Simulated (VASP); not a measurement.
A convergence study with VASP on Li$_{2}$S (antifluorite): one setting is varied, all else stays as given below, so the limit is that of these other settings.

```
Li2S
1.0
    0.00000     2.86000     2.86000
    2.86000     0.00000     2.86000
    2.86000     2.86000     0.00000
Li S
2 1
Direct
  0.25000   0.25000   0.25000
  0.75000   0.75000   0.75000
  0.00000   0.00000   0.00000
```

These are PBE GGA, VASP's PBE PAW potentials (set 64) (plane waves; VASP) values and carry that method's errors. The tightest run used: 700 eV cut-off, 16×16×16 Γ-centred mesh, Gaussian smearing of 0.050 eV, potentials Li_sv S.

| setting | E (eV/atom) | pressure (GPa) | irreducible k-points |
|---|---|---|---|
| 1×1×1 mesh | -1.3456 | 29.23 | 1 |
| 2×2×2 mesh | -3.8134 | 2.21 | 3 |
| 3×3×3 mesh | -3.9795 | -0.16 | 4 |

Task: These are the cheaper rows. Estimate the results at 16×16×16 mesh, and how far the last row shown lies from them.

Result: 
```json
[
 {"quantity": "E (eV/atom)", "tightest run": "-3.9983", "last row shown is off by": "0.0188"},
 {"quantity": "pressure (GPa)", "tightest run": "-0.46", "last row shown is off by": "0.30"}
]
```

Left out are rungs that failed or repeat a setting and relaxations that didn't move; long series are thinned to 24 rows.

The compound is Li2S in the antifluorite structure. The cell was not relaxed at this level.
